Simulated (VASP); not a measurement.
An input for Ansatz (written as the equivalent of a VASP run, and not itself run):

Ansatz 0.2 input:
```yaml
crystal:
  lattice:
    - [0.0000000, 2.5406253, 2.5406253]
    - [2.5406253, 0.0000000, 2.5406253]
    - [2.5406253, 2.5406253, 0.0000000]
  atoms:
    - { symbol: Mg, position: [0.0000000, 0.0000000, 0.0000000] }
    - { symbol: S, position: [0.5000000, 0.5000000, 0.5000000] }
kpoints:
  mp_grid: { grid: [9, 9, 9] }
hamiltonian:
  xc: pbesol
  pseudopotentials: { kind: paw }
scf:
  occupations: { method: gaussian, width: 0.05 }
  max_iter: 100
relax:
  max_steps: 40
  f_tol: 0.02
  cell: { p_target: 5 }
output: { forces: true, stress: true, eigenvalues: true }
```

Task: Translate this input to VASP (INCAR, KPOINTS, POSCAR, choice of POTCAR).

Result: Several could match; the one computed here: 
### POSCAR
```
MgS
1
   -0.0000000000     2.5406252561     2.5406252561
    2.5406252561     0.0000000000     2.5406252561
    2.5406252561     2.5406252561     0.0000000000
Mg S
1 1
Direct
  0.0000000000   0.0000000000   0.0000000000
  0.5000000000   0.5000000000   0.5000000000
```

### KPOINTS
```
Automatic mesh
0
Gamma
9 9 9
0 0 0
```

INCAR:
```
! general
SYSTEM  = MgS
PREC    = Accurate
ENCUT   = 500   ! plane-wave cut-off (eV)
LREAL   = F
LASPH   = T   ! aspherical one-centre terms

! electronic loop
EDIFF   = 1E-6
NELM    = 100
ALGO    = Normal   ! blocked Davidson

! smearing
ISMEAR  = 0
SIGMA   = 0.05   ! width (eV)

! functional
GGA     = PS

! ions
IBRION  = 2
NSW     = 40   ! most ionic steps
ISIF    = 3
EDIFFG  = -0.02   ! ionic stop
PSTRESS = 50

! output
LWAVE   = F
LCHARG  = F
```

POTCAR, in this order: Mg S (PBE.64 set). Program: vasp_std.

What does not carry over: each code has its own PAW files, so the cut-off isn't converted (ENCUT is set for VASP's; basis.ecutwfc is left out, and Ansatz then takes the one that its files recommend); Ansatz stops its SCF on the density residual and VASP on the energy change (EDIFF).

The compound is MgS in the rock salt structure. It was relaxed first under an external pressure of 5 GPa.
